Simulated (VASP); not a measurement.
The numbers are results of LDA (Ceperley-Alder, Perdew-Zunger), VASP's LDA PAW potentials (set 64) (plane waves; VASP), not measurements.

Input for VASP

POSCAR:
```
NiSi2
19.4260
  0.1960617729   0.0000000000   0.0000000000
 -0.1960617729   0.1960617729   0.0000000000
  0.0000000000   0.0000000000   1.0000000000
Ni Si
4 8
Cartesian
  0.0011593133   0.0011483338   0.4665720000
  0.0982002838   0.1006041972   0.3260400000
 -0.0002886029  -0.0002976218   0.7369380000
  0.1016017595   0.0991496149   0.6043630000
  0.0959293003  -0.0007428781   0.3964260000
 -0.0002786038   0.0987323955   0.3959550000
 -0.0030377811   0.0964008289   0.2570940000
  0.1001199246   0.0016049617   0.2596630000
  0.0974772080  -0.0029807271   0.6724030000
  0.0004552554   0.0961057559   0.6742750000
 -0.0001939051   0.1001228656   0.5355380000
  0.0970415587  -0.0016626038   0.5360890000
```

File KPOINTS:
```
Regular mesh
0
gamma
 10 7 1
0 0 0
```

### KPOINTS_OPT
```
k-points along high-symmetry lines
20
Line-mode
Reciprocal
  0.000000   0.000000   0.000000 ! GAMMA
  0.000000   0.500000   0.000000 ! X

  0.000000   0.000000   0.000000 ! GAMMA
  0.500000  -0.500000   0.000000 ! Z

  0.500000   0.000000   0.000000 ! U
  0.000000   0.000000   0.000000 ! GAMMA
```

INCAR:
```
SYSTEM = NiSi2
PREC = Accurate; ENCUT = 300; LREAL = .FALSE.
LASPH = .TRUE.; NBANDS = 48
EDIFF = 1E-6; NELM = 100; ALGO = Normal
LMAXMIX = 4
ISMEAR = -1; SIGMA = 0.1
ISIF = 2
LWAVE = .FALSE.; LCHARG = .FALSE.
```

POTCAR, in this order: Ni Si (LDA.64 set). Program: vasp_std.

The run wrote:

### OUTCAR
```
 ion  position               nearest neighbor table
   1  0.012  0.006  0.467-   5 2.29  12 2.30  11 2.31   6 2.34  11 2.34   6 2.35  12 2.37   5 2.39
  LATTYP: Found a simple tetragonal cell.
 ALAT       =     3.8086960000
 C/A-ratio  =     5.1004333242
 Subroutine PRICEL returns:
 Original cell was already a primitive cell.
 Subroutine GETGRP returns: Found  1 space group operations
The static configuration has the point symmetry C_1 .
The dynamic configuration has the point symmetry C_1 .
 Subroutine INISYM returns: Found  1 space group operations
 Subroutine IBZKPT returns following result:
 Found     36 irreducible k-points:

 Following reciprocal coordinates:
            Coordinates               Weight
  0.000000  0.000000  0.000000      1.000000
  0.100000  0.000000  0.000000      2.000000
  0.200000  0.000000  0.000000      2.000000
  0.300000  0.000000  0.000000      2.000000
  0.400000  0.000000  0.000000      2.000000
  0.500000  0.000000  0.000000      1.000000
  0.000000  0.142857  0.000000      2.000000
  0.100000  0.142857  0.000000      2.000000
  0.200000  0.142857  0.000000      2.000000
  0.300000  0.142857  0.000000      2.000000
  0.400000  0.142857  0.000000      2.000000
  0.500000  0.142857  0.000000      2.000000
 -0.400000  0.142857  0.000000      2.000000
 -0.300000  0.142857  0.000000      2.000000
 -0.200000  0.142857  0.000000      2.000000
 -0.100000  0.142857  0.000000      2.000000
  0.000000  0.285714  0.000000      2.000000
  0.100000  0.285714  0.000000      2.000000
  0.200000  0.285714  0.000000      2.000000
  0.300000  0.285714  0.000000      2.000000
  0.400000  0.285714  0.000000      2.000000
  0.500000  0.285714  0.000000      2.000000
 -0.400000  0.285714  0.000000      2.000000
 -0.300000  0.285714  0.000000      2.000000
 -0.200000  0.285714  0.000000      2.000000
 -0.100000  0.285714  0.000000      2.000000
  0.000000  0.428571  0.000000      2.000000
  0.100000  0.428571  0.000000      2.000000
  0.200000  0.428571  0.000000      2.000000
  0.300000  0.428571  0.000000      2.000000
  0.400000  0.428571  0.000000      2.000000
  0.500000  0.428571  0.000000      2.000000
 -0.400000  0.428571  0.000000      2.000000
 -0.300000  0.428571  0.000000      2.000000
 -0.200000  0.428571  0.000000      2.000000
 -0.100000  0.428571  0.000000      2.000000
   k-points           NKPTS =     36   k-points in BZ     NKDIM =     36   number of bands    NBANDS=     48
   number of dos      NEDOS =    301   number of ions     NIONS =     12
   total plane-waves  NPLWV =  80640
   dimension x,y,z NGX =    24 NGY =   30 NGZ =  112
   dimension x,y,z NGXF=    48 NGYF=   60 NGZF=  224
   ions per type =               4   8
   PREC   = accura    normal or accurate (medium, high low for compatibility)
   ISTART =      0    job   : 0-new  1-cont  2-samecut
   ICHARG =      2    charge: 1-file 2-atom 10-const
   ISPIN  =      1    spin polarized calculation?
   LNONCOLLINEAR =      F non collinear calculations
   LSORBIT =      F    spin-orbit coupling
   INIWAV =      1    electr: 0-lowe 1-rand  2-diag
   ENCUT  =  300.0 eV  22.05 Ry    4.70 a.u.   5.38  7.61 27.43*2*pi/ulx,y,z
   NELM   =    100;   NELMIN=  2; NELMDL= -5     # of ELM steps
   EDIFF  = 0.1E-05   stopping-criterion for ELM
   LREAL  =      F    real-space projection
   NLSPLINE    = F    spline interpolate recip. space projectors
   LMAXMIX     =    4 max onsite mixed and CHGCAR
   VOSKOWN=      0    Vosko Wilk Nusair interpolation
   EDIFFG = 0.1E-04   stopping-criterion for IOM
   NSW    =      0    number of steps for IOM
   NBLOCK =      1;   KBLOCK =      1    inner block; outer block
...
```

### OSZICAR
```
       N       E                     dE             d eps       ncg     rms          rms(c)
DAV:   1     0.351633841026E+03    0.35163E+03   -0.21652E+04  3520   0.919E+02
DAV:   2    -0.498273551025E+02   -0.40146E+03   -0.38479E+03  3752   0.262E+02
DAV:   3    -0.822897137142E+02   -0.32462E+02   -0.31675E+02  4128   0.922E+01
DAV:   4    -0.835406940162E+02   -0.12510E+01   -0.12439E+01  4608   0.176E+01
DAV:   5    -0.835862073019E+02   -0.45513E-01   -0.45483E-01  4896   0.304E+00    0.306E+01
DAV:   6    -0.101115004693E+03   -0.17529E+02   -0.27143E+02  4488   0.188E+02    0.476E+01
DAV:   7    -0.785637140066E+02    0.22551E+02   -0.69925E+01  4472   0.108E+02    0.160E+01
DAV:   8    -0.772329263522E+02    0.13308E+01   -0.41972E+01  5456   0.872E+01    0.131E+01
DAV:   9    -0.774683693775E+02   -0.23544E+00   -0.34592E+01  4920   0.730E+01    0.153E+01
DAV:  10    -0.773003107403E+02    0.16806E+00   -0.24328E+01  5160   0.477E+01    0.116E+01
DAV:  11    -0.758454709829E+02    0.14548E+01   -0.47801E+00  5336   0.423E+01    0.387E+00
DAV:  12    -0.758381275135E+02    0.73435E-02   -0.95067E-01  4616   0.100E+01    0.284E+00
DAV:  13    -0.758313655070E+02    0.67620E-02   -0.11081E-01  4232   0.350E+00    0.245E+00
DAV:  14    -0.758399224168E+02   -0.85569E-02   -0.89819E-03  5368   0.871E-01    0.260E+00
DAV:  15    -0.758187791208E+02    0.21143E-01   -0.19432E-02  5464   0.264E+00    0.198E+00
DAV:  16    -0.757906721760E+02    0.28107E-01   -0.61119E-02  5456   0.388E+00    0.662E-01
DAV:  17    -0.757904436045E+02    0.22857E-03   -0.10789E-02  3984   0.507E-01    0.538E-01
DAV:  18    -0.757901618311E+02    0.28177E-03   -0.55327E-04  4936   0.181E-01    0.471E-01
DAV:  19    -0.757889619836E+02    0.11998E-02   -0.29906E-03  5112   0.705E-01    0.192E-01
DAV:  20    -0.757890605676E+02   -0.98584E-04   -0.85605E-04  4688   0.208E-01    0.117E-01
DAV:  21    -0.757893092739E+02   -0.24871E-03   -0.30198E-04  4360   0.137E-01    0.983E-02
DAV:  22    -0.757896594598E+02   -0.35019E-03   -0.17214E-04  4752   0.108E-01    0.823E-02
DAV:  23    -0.757898942722E+02   -0.23481E-03   -0.16426E-04  5112   0.145E-01    0.695E-02
DAV:  24    -0.757901614126E+02   -0.26714E-03   -0.91136E-05  4720   0.802E-02    0.616E-02
DAV:  25    -0.757901936269E+02   -0.32214E-04   -0.30282E-05  5008   0.606E-02    0.397E-02
DAV:  26    -0.757902042925E+02   -0.10666E-04   -0.14629E-05  4968   0.328E-02    0.259E-02
DAV:  27    -0.757902126640E+02   -0.83716E-05   -0.69028E-06  3496   0.256E-02    0.139E-02
DAV:  28    -0.757902236245E+02   -0.10960E-04   -0.98472E-06  4000   0.280E-02    0.429E-03
DAV:  29    -0.757902245329E+02   -0.90845E-06   -0.16460E-06  2984   0.942E-03
   1 F= -.75790225E+02 E0= -.75722388E+02  d E =-.135672E+00
       N       E                     dE             ncg
       N       E                     dE             ncg
```

### OUTCAR
```
------------------------ aborting loop because EDIFF is reached ----------------------------------------
  FORCE on cell =-STRESS in cart. coord.  units (eV):
  Direction    XX          YY          ZZ          XY          YZ          ZX
  --------------------------------------------------------------------------------------
  Total       -6.8096256     -5.9861406     -2.9714937     -0.0061781      0.2302395     -0.8496869
  in kB      -38.7166537    -34.0346657    -16.8946573     -0.0351260      1.3090443     -4.8309608
  external PRESSURE =     -29.8819922 kB  Pullay stress =       0.0000000 kB
  volume of cell :      281.80
      direct lattice vectors                 reciprocal lattice vectors
     3.808696000  0.000000000  0.000000000     0.262557054  0.262557054  0.000000000
    -3.808696000  3.808696000  0.000000000     0.000000000  0.262557054  0.000000000
     0.000000000  0.000000000 19.426000000     0.000000000  0.000000000  0.051477401
 POSITION                                       TOTAL-FORCE (eV/Angst)
 -----------------------------------------------------------------------------------
      0.02252      0.02231      9.06363        -0.520267      0.065564     -0.276240
     -1.90106      1.95434      6.33365        -0.326737     -0.341734      1.294243
     -0.00561      3.80291     14.31576         0.005821     -0.199814     -1.243597
     -1.83498      1.92608     11.74036        -0.672757     -0.704445     -0.811051
     -1.94517      3.79426      7.70097         0.369449      0.369454      0.134494
     -0.00541      1.91798      7.69182        -0.046006     -0.047752      0.160543
     -0.05901      1.87268      4.99431         0.500256      0.072582     -0.316591
      1.94493      0.03118      5.04421        -0.148436     -0.022890     -0.448748
     -1.91510      3.75079     13.06210         0.096818      0.507850      1.078004
      0.00884      1.86695     13.09847         0.192556      0.161157      0.764878
     -0.00377      1.94499     10.40336         0.309834     -0.336727     -0.133436
     -1.92357      3.77640     10.41406         0.239470      0.476755     -0.202499
 -----------------------------------------------------------------------------------
    total drift:                               -0.001827      0.000914     -0.003527
  FREE ENERGIE OF THE ION-ELECTRON SYSTEM (eV)
  ---------------------------------------------------
  free  energy   TOTEN  =       -75.7902245329 eV

  energy  without entropy=      -75.6545521939  energy(sigma->0) =      -75.72238836
```
(Selected blocks of OUTCAR.)

At this cut-off the stress carries a Pulay error, which pulls relaxed volumes low. The cell holds a wide vacuum, so values per volume refer to the whole cell.

The cell is a sheet with vacuum, built from a database entry that may be metastable or hypothetical. The run is not spin-polarised, so no magnetic state was tried.
